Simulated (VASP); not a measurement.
# CuCl (zinc blende): computed properties

The numbers are results of PBEsol GGA, VASP's PBE PAW potentials (set 64) (plane waves; VASP), not measurements.

```
Item                                                                                                                  Value
---------------------------------------------  ----------------------------------------------------------------------------
space group                                                                                                     F-43m (216)
cell                                           a = 5.2877 Å, b = 5.2877 Å, c = 5.2877 Å, α = 90.00°, β = 90.00°, γ = 90.00°
volume per atom                                                                                               18.48 Å³/atom
band gap (over mesh and band path)                                                                                  0.56 eV
smallest direct gap (over mesh and band path)                                                                       0.56 eV
band-edge character                                                                                          direct, Γ to Γ
density                                                                                                          4.45 g/cm³
```

```
CuCl
1.0
    0.00000     2.64383     2.64383
    2.64383     0.00000     2.64383
    2.64383     2.64383     0.00000
Cu Cl
1 1
Cartesian
  0.00000   0.00000   0.00000
  1.32192   1.32192   1.32192
```

Measured: gap 3.39 eV at 2 K (computed value off by -2.83 eV), as given by arXiv:1206.3780.

The compound is CuCl in the zinc blende structure. It was relaxed first, which changed the volume by -7 %. Symmetry was kept, so distortions that lower it aren't found.
